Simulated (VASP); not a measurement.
Consider the following.

```yaml
crystal:
  lattice:
    - [3.94178, 0.00000, 0.00000]
    - [0.00000, 3.94178, 0.00000]
    - [0.00000, 0.00000, 3.94178]
  atoms:
    - { symbol: Ba, position: [0.00000, 0.00000, 0.00000] }
```

Computed with r2SCAN meta-GGA with spin-orbit coupling, VASP's PBE PAW potentials (set 64) (plane waves; VASP). Settings: 400 eV cut-off, 8×8×8 Γ-centred mesh, Gaussian smearing of 0.050 eV, potentials Ba_sv.

Problem. Give the energies of bands 9 to 17 at the high-symmetry points, in eV from the Fermi level.

Solution. 
```tsv
band	Γ	X	M	R
9	-2.75	-0.62	-1.18	-0.13
10	-2.75	-0.62	-1.18	-0.13
11	0.13	0.65	0.91	-0.13
12	0.13	0.65	0.91	-0.13
13	0.13	0.77	3.26	-0.08
14	0.13	0.77	3.26	-0.08
15	5.04	2.73	3.31	3.98
16	5.04	2.73	3.31	3.98
17	5.06	2.79	3.34	6.72
```

It has no gap at this level: it comes out as a metal or semimetal.

The structure was generated: Ba was put into the simple-cubic type (Pm-3m), which need not be its known phase. It was relaxed first, which changed the volume by -14 %.
